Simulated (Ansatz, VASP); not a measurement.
# ZrTi in VASP and in Ansatz

INCAR

```
ALGO     = Normal         # electronic algorithm
EDIFF    = 1E-6           # SCF threshold, eV
ENCUT    = 520            # plane-wave cutoff, eV
GGA      = CA             # functional
ISIF     = 2              # what is computed and relaxed
ISMEAR   = -1             # smearing method
LASPH    = T              # aspherical terms in the spheres
LCHARG   = T              # write CHGCAR
LELF     = T              # ELF
LREAL    = F              # projectors in reciprocal space
LVHAR    = T            
LWAVE    = F              # write WAVECAR
NBANDS   = 19             # bands
NELM     = 100            # most SCF steps
PREC     = Accurate       # precision mode
SIGMA    = 0.1            # smearing width, eV
```

Contents of KPOINTS:

```
k-points
0
Gamma
  7 7 6
```

File POSCAR:

```
ZrTi
1.0
    3.1829155044      0.0000000000      0.0000000000
    0.0000000000      3.1829155044      0.0000000000
    0.0000000000      0.0000000000      4.2935123330
Zr Ti
1 1
Direct
    0.5000000000      0.5000000000      0.5000000000
    0.0000000000      0.0000000000      0.0000000000
```

Input for Ansatz:

```yaml
crystal:
  lattice:
    - [3.1829155043543027, 0.0, 0.0]
    - [0.0, 3.1829155043543027, 0.0]
    - [0.0, 0.0, 4.293512333045466]
  atoms:
    - { symbol: Zr, position: [0.5, 0.5, 0.5] }
    - { symbol: Ti, position: [0.0, 0.0, 0.0] }
basis:
  ecutwfc: 462.593566181796
kpoints:
  mp_grid:
    grid: [7, 7, 6]
hamiltonian:
  xc: lda
  pseudopotentials:
    kind: paw
scf:
  occupations:
    method: fermi_dirac
    width: 0.1
output:
  stress: true
```

The cell comes from a database or a generator and needn't be the stable form of this composition.

Alike in both runs: task single point; functional LDA; k mesh 7 × 7 × 6; occupations fermi-dirac, width 0.1 eV; no spin polarisation.

```csv
,VASP,Ansatz
version,VASP 6.6.1,Ansatz 0.2.0
potentials or method,"VASP PAW LDA potentials, release 64 (Zr_sv, Ti_sv)","plane waves, PAW"
plane-wave cutoff (eV),520,463
valence electrons in the cell,24,24
```

|  | VASP | Ansatz | Ansatz less VASP |
| --- | --- | --- | --- |
| pressure (GPa) | -12.1 | -12.2 | -0.06 |
| largest component of the traceless stress (GPa) | 0.24 | 0.23 | -0.013 |
